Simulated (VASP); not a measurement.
Input:

```
Au3Pd
1.0
    4.02635     0.00000     0.00000
    0.00000     4.02635     0.00000
    0.00000     0.00000     4.02635
Pd Au
1 3
Direct
  0.00000   0.00000   0.00000
  0.50000   0.50000   0.00000
  0.50000   0.00000   0.50000
  0.00000   0.50000   0.50000
```

All values below come from PBEsol GGA, VASP's PBE PAW potentials (set 64) (plane waves; VASP). Numerical set-up: 400 eV cut-off, 9×9×9 Γ-centred mesh, tetrahedra with Blöchl corrections, potentials Pd Au.

Unless said otherwise, spin-orbit coupling is left out, though it shifts the bands of the heavy elements here.

Q: Predict the energy per atom (σ→0), band gap (on the k-mesh) with the smallest direct gap where there is one.

A: 
The band gap (on the k-mesh) is none (metal, semimetal or under 0.01 eV) and the energy per atom (σ→0) is -4.510 eV/atom.

Only differences to runs with the same potentials and settings are physical.

The structure was generated: Au3Pd was put into an ordered model structure (Pm-3m), which need not be its known phase. It was relaxed first. The electron count is odd and the run is not spin-polarised, which forces a metal.
